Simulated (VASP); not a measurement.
OSZICAR of a VASP run on NiSb (NiAs type):

**OSZICAR**
```
       N       E                     dE             d eps       ncg     rms          rms(c)
DAV:   1     0.169129341256E+03    0.16913E+03   -0.12363E+04  1824   0.160E+03
DAV:   2    -0.152646070619E+02   -0.18439E+03   -0.17967E+03  1833   0.324E+02
DAV:   3    -0.240659694277E+02   -0.88014E+01   -0.85544E+01  2103   0.883E+01
DAV:   4    -0.243001716409E+02   -0.23420E+00   -0.23299E+00  2020   0.136E+01
DAV:   5    -0.243080533946E+02   -0.78818E-02   -0.78771E-02  2261   0.261E+00    0.150E+01
DAV:   6    -0.265016282810E+02   -0.21936E+01   -0.38166E+01  1988   0.115E+02    0.167E+01
DAV:   7    -0.225832921575E+02    0.39183E+01   -0.14134E+01  1974   0.806E+01    0.450E+00
DAV:   8    -0.226267605780E+02   -0.43468E-01   -0.14849E+00  2442   0.102E+01    0.264E+00
DAV:   9    -0.225613282449E+02    0.65432E-01   -0.24968E-01  2021   0.908E+00    0.606E-01
DAV:  10    -0.225619788481E+02   -0.65060E-03   -0.89569E-03  1949   0.891E-01    0.450E-01
DAV:  11    -0.225613804433E+02    0.59840E-03   -0.48010E-04  2203   0.211E-01    0.139E-01
DAV:  12    -0.225612020331E+02    0.17841E-03   -0.43349E-04  2552   0.368E-01    0.212E-02
DAV:  13    -0.225612047861E+02   -0.27530E-05   -0.60173E-05  1977   0.600E-02    0.272E-02
DAV:  14    -0.225612042884E+02    0.49772E-06   -0.13295E-06  1088   0.129E-02
   1 F= -.14688678E+02 E0= -.14688796E+02  d E =-.146887E+02
       N       E                     dE             d eps       ncg     rms          rms(c)
DAV:   1    -0.309311998117E+02   -0.83700E+01   -0.10942E+02  1982   0.174E+02    0.305E+01
DAV:   2    -0.355918299986E+02   -0.46606E+01   -0.17433E+02  1959   0.254E+02    0.309E+01
DAV:   3    -0.212569131640E+02    0.14335E+02   -0.50405E+01  1965   0.155E+02    0.799E+00
DAV:   4    -0.213336460729E+02   -0.76733E-01   -0.50886E+00  2474   0.216E+01    0.476E+00
DAV:   5    -0.212299809864E+02    0.10367E+00   -0.22572E-01  2407   0.781E+00    0.337E+00
DAV:   6    -0.211895437038E+02    0.40437E-01   -0.90518E-02  1966   0.180E+00    0.109E+00
DAV:   7    -0.211899722857E+02   -0.42858E-03   -0.72811E-03  2497   0.145E+00    0.619E-01
DAV:   8    -0.211895685052E+02    0.40378E-03   -0.15756E-03  2124   0.743E-01    0.103E-01
DAV:   9    -0.211895491439E+02    0.19361E-04   -0.17290E-04  2773   0.133E-01    0.531E-02
DAV:  10    -0.211895476200E+02    0.15239E-05   -0.56084E-06  1764   0.246E-02    0.272E-02
DAV:  11    -0.211895456770E+02    0.19430E-05   -0.54188E-06  1829   0.427E-02    0.439E-03
DAV:  12    -0.211895457537E+02   -0.76682E-07   -0.64311E-07   978   0.105E-02
   2 F= -.14380679E+02 E0= -.14380904E+02  d E =0.308000E+00
       N       E                     dE             d eps       ncg     rms          rms(c)
DAV:   1    -0.262491604254E+02   -0.50596E+01   -0.48692E+01  1956   0.128E+02    0.173E+01
DAV:   2    -0.278494680121E+02   -0.16003E+01   -0.66412E+01  2058   0.163E+02    0.185E+01
DAV:   3    -0.224926524668E+02    0.53568E+01   -0.23980E+01  1998   0.912E+01    0.524E+00
DAV:   4    -0.223909918490E+02    0.10166E+00   -0.89985E-01  1969   0.120E+01    0.328E+00
DAV:   5    -0.222942466581E+02    0.96745E-01   -0.10913E-01  2610   0.572E+00    0.943E-01
DAV:   6    -0.222894719735E+02    0.47747E-02   -0.16038E-02  2456   0.107E+00    0.214E-01
DAV:   7    -0.222895721255E+02   -0.10015E-03   -0.51760E-04  1961   0.223E-01    0.165E-01
DAV:   8    -0.222895422420E+02    0.29884E-04   -0.11907E-04  2060   0.120E-01    0.646E-02
DAV:   9    -0.222895249420E+02    0.17300E-04   -0.33685E-05  2301   0.956E-02    0.107E-02
DAV:  10    -0.222895243821E+02    0.55991E-06   -0.48713E-06  1739   0.283E-02
   3 F= -.14789476E+02 E0= -.14789918E+02  d E =-.100798E+00
       N       E                     dE             d eps       ncg     rms          rms(c)
DAV:   1    -0.222813767235E+02    0.81482E-02   -0.74609E-03  1962   0.152E+00    0.236E-01
DAV:   2    -0.222820147411E+02   -0.63802E-03   -0.12165E-02  1995   0.226E+00    0.281E-01
DAV:   3    -0.222807341944E+02    0.12805E-02   -0.48451E-03  1995   0.147E+00    0.403E-02
DAV:   4    -0.222807217605E+02    0.12434E-04   -0.17519E-04  1883   0.818E-02    0.177E-02
DAV:   5    -0.222807162063E+02    0.55543E-05   -0.11295E-05  2230   0.618E-02    0.664E-03
DAV:   6    -0.222807157699E+02    0.43633E-06   -0.11815E-06   945   0.895E-03
   4 F= -.14789569E+02 E0= -.14790018E+02  d E =-.100891E+00
```

Task: Which electronic solver shows in the log?

Result: It is blocked Davidson (ALGO = Normal, or the opening steps of other solvers). The INCAR had ALGO = Normal.

Task: How was spin treated?

Result: Without spin polarisation: there is no mag entry.

Task: Can the final energy be trusted as converged?

Result: Self-consistency was reached. It stopped with EDIFF = 1E-6, NELM = 100, NSW = 40 and EDIFFG = -0.02 after 4 ionic steps (PBEsol GGA, plane waves, VASP's PBE PAW potentials (set 64)). Energy and stress use the plane-wave basis of the starting cell.

The compound is NiSb in the NiAs type structure. This run relaxes it under an external pressure of 20 GPa. Symmetry was kept, so distortions that lower it aren't found. The run is not spin-polarised, so no magnetic state was tried.
